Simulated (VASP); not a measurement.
Data:

```
CdSe
1.0
    2.18861    -3.79078     0.00000
    2.18861     3.79078     0.00000
    0.00000     0.00000     7.13559
Cd Se
2 2
Direct
  0.66667   0.33333   0.50006
  0.33333   0.66667   0.00006
  0.66667   0.33333   0.87594
  0.33333   0.66667   0.37594
```

All values below come from optB88-vdW, VASP's PBE PAW potentials (set 64) (plane waves; VASP). Run with 520 eV cut-off, Gaussian smearing of 0.050 eV, potentials Cd Se.

Q: Predict the band gap (along the path) with the smallest direct gap where there is one.

A: 
| Quantity | Result |
|---|---|
| band gap (along the path) | 0.41 eV |
| smallest direct gap (along the path) | 0.41 eV |

The compound is CdSe in the wurtzite structure. It was relaxed first, which changed the volume by +5 %.
